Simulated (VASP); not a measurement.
Given:

```yaml
crystal:
  lattice:
    - [2.13613, -3.69989, 0.00000]
    - [2.13613, 3.69989, 0.00000]
    - [0.00000, 0.00000, 6.93722]
  atoms:
    - { symbol: Cd, position: [0.00000, 0.00000, 0.00000] }
    - { symbol: I, position: [0.33333, 0.66667, 0.24990] }
    - { symbol: I, position: [0.66667, 0.33333, 0.75010] }
```

Calculation: PBE GGA with D3 dispersion (zero damping), VASP's PBE PAW potentials (set 64) (plane waves; VASP). Run with 520 eV cut-off, 7×7×4 Γ-centred mesh, tetrahedra with Blöchl corrections, potentials Cd I.

**Question.** Estimate the energy per atom (σ→0).

**Answer.** 
The energy per atom (σ→0) is -2.071 eV/atom.

Total energies compare only between runs with the same potentials, cut-off and functional.

The compound is CdI2 in the 1T layered structure. It was relaxed first.
